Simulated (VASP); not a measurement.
VASP input:

### KPOINTS
```
Automatic mesh
0
Gamma
6 6 3
0 0 0
```

### INCAR
```
SYSTEM=MgI2
PREC=Accurate; ENCUT=520; LREAL=F
LASPH=T
EDIFF=1E-6; NELM=100; ALGO=Normal
LMAXMIX=4; LMIXTAU=T
ISMEAR=0; SIGMA=0.05
METAGGA=R2SCAN; LUSE_VDW=T; BPARAM=11.95
CPARAM=0.0093
IBRION=2; NSW=60; ISIF=3
EDIFFG=-0.02
LWAVE=F; LCHARG=F
```

**POSCAR**
```
MgI2
1
    2.0648266241    -3.5763842023     0.0000000000
    2.0648266241     3.5763842023    -0.0000000000
   -0.0000000000    -0.0000000000     6.8937153843
Mg I
1 2
Direct
  1.0000000000   0.0000000000   0.0000000000
  0.3333330000   0.6666670000   0.2417661996
  0.6666670000   0.3333330000   0.7582338004
```

POTCAR, in this order: Mg I (PBE.64 set). Program: vasp_std.

Task: Write an equivalent input for Ansatz.

Result: One equivalent input (not run):
Ansatz 0.2 input:
```yaml
crystal:
  lattice:
    - [2.0648266, -3.5763842, 0.0000000]
    - [2.0648266, 3.5763842, 0.0000000]
    - [0.0000000, 0.0000000, 6.8937154]
  atoms:
    - { symbol: Mg, position: [1.0000000, 0.0000000, 0.0000000] }
    - { symbol: I, position: [0.3333330, 0.6666670, 0.2417662] }
    - { symbol: I, position: [0.6666670, 0.3333330, 0.7582338] }
kpoints:
  mp_grid: { grid: [6, 6, 3] }
hamiltonian:
  xc: r2scan
  dispersion: rvv10
  pseudopotentials: { kind: paw }
scf:
  occupations: { method: gaussian, width: 0.05 }
  max_iter: 100
relax:
  max_steps: 60
  f_tol: 0.02
  cell: {}
output: { forces: true, stress: true, eigenvalues: true }
```
The two are equivalent in intent, not identical: each code has its own PAW files, so the cut-off isn't converted (ENCUT is set for VASP's; basis.ecutwfc is left out, and Ansatz then takes the one that its files recommend); Ansatz stops its SCF on the density residual and VASP on the energy change (EDIFF).

The compound is MgI2 in the 1T layered structure. This run relaxes it. Symmetry was kept, so distortions that lower it aren't found.
